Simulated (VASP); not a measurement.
**Cd₂Hg₂Te₄ (ordered alloy cell): computed properties**

Level of theory: PBEsol GGA, VASP's PBE PAW potentials (set 64) (plane waves; VASP).

```json
{
 "space_group": "P-4m2 (115)",
 "cell": "a = 4.597 Å, b = 4.597 Å, c = 6.498 Å, α = 90.00°, β = 90.00°, γ = 90.00°",
 "volume_per_atom": "34.32 Å^3/atom",
 "band gap (on the k-mesh)": "none (metal, semimetal or under 0.01 eV)",
 "density": "6.87 g/cm³"
}
```

Space group P-4m2 (No. 115); a = b = 4.597 Å, c = 6.498 Å, α = β = γ = 90.00°

| atom | site | symmetry | x | y | z |
|---|---|---|---|---|---|
| Hg | 1a | -4m2 | 0.0000 | 0.0000 | 0.0000 |
| Te | 2g | 2mm. | 0.5000 | 0.0000 | 0.2508 |
| Cd | 1c | -4m2 | 0.5000 | 0.5000 | 0.5000 |
(The calculation used a cell of 8 atoms; values per cell refer to that cell.)

Unless said otherwise, spin-orbit coupling is left out, though it shifts the bands of the heavy elements here.

The structure was generated: Cd2Hg2Te4 was put into an ordered model structure (P-4m2), which need not be its known phase. It was relaxed first. Symmetry was kept, so distortions that lower it aren't found.
